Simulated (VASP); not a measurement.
```yaml
crystal:
  lattice:
    - [3.24802, 0.00000, 0.00000]
    - [0.00000, 3.24802, 0.00000]
    - [0.00000, 0.00000, 3.24802]
  atoms:
    - { symbol: In, position: [0.50000, 0.50000, 0.52309] }
    - { symbol: Pd, position: [0.00000, 0.00000, 0.00000] }
```

Computed with PBEsol GGA, VASP's PBE PAW potentials (set 64) (plane waves; VASP). Settings: 480 eV cut-off, 10×10×10 Γ-centred mesh, first-order Methfessel-Paxton smearing of 0.10 eV, potentials In_d Pd.

Q: Give the force on each atom (eV/Å).

A: 
| atom | Fx | Fy | Fz |
|---|---|---|---|
| In1 | 0.000 | 0.000 | -0.322 |
| Pd2 | 0.000 | 0.000 | 0.322 |

Q: Give the stress tensor in GPa (positive for a compressed cell).

A: 
```
0.66  0.00  0.00
0.00  0.66  0.00
0.00  0.00  0.37
```
The pressure is its mean diagonal, 0.56 GPa.

The compound is PdIn in the CsCl type structure. This cell was strained or had an atom moved on purpose. The electron count is odd and the run is not spin-polarised, which forces a metal.
